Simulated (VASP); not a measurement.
GeRh (relaxed from the NbAs structure, space group I4_1md): computed properties

The numbers are results of PBEsol GGA, VASP's PBE PAW potentials (set 64) (plane waves; VASP 6.6.1), not measurements.

For GeRh, the space group is I4_1md (109). The cell comes out as a = 3.4418 Å, b = 3.4418 Å, c = 9.8856 Å, α = 90.00°, β = 90.00°, γ = 90.00°, the volume per atom is 14.64 Å³/atom and the band gap (over mesh and band path) is none (metal, semimetal or under 0.01 eV). The band gap with spin-orbit coupling is none (metallic). The density comes out as 9.96 g/cm³.

```
RhGe
1.0
   -1.72091     1.72091     4.94280
    1.72091    -1.72091     4.94280
    1.72091     1.72091    -4.94280
Rh Ge
2 2
Direct
  0.74296   0.74296   0.00000
  0.49296   0.99296   0.50000
  0.17304   0.17304   0.00000
  0.92304   0.42304   0.50000
```

The structure was generated: GeRh was put into the NbAs type (I4_1md), which need not be its known phase. It was relaxed first. Symmetry was kept, so distortions that lower it aren't found.
